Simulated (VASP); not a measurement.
```xyz
2
Lattice="0.0000 2.7409 2.7409 2.7409 0.0000 2.7409 2.7409 2.7409 0.0000" Properties=species:S:1:pos:R:3 pbc="T T T"
W      0.0000     0.0000     0.0000
Sb     2.7409     2.7409     2.7409
```

All values below come from PBEsol GGA, VASP's PBE PAW potentials (set 64) (plane waves; VASP 6.6.1). Settings: 400 eV cut-off, 13×13×13 Γ-centred mesh, tetrahedra with Blöchl corrections, potentials W_sv Sb.

Unless said otherwise, spin-orbit coupling is left out, though it shifts the bands of the heavy elements here.

### Question
Estimate the energy per atom (σ→0), band gap (on the k-mesh) with the smallest direct gap where there is one.

### Answer

```
Property                                                     Value
------------------------  ----------------------------------------
band gap (on the k-mesh)  none (metal, semimetal or under 0.01 eV)
energy per atom (σ→0)                               -7.836 eV/atom
```

The structure was generated: WSb was put into the rock salt type (Fm-3m), which need not be its known phase. It was relaxed first, which changed the volume by -40 %. The electron count is odd and the run is not spin-polarised, which forces a metal.
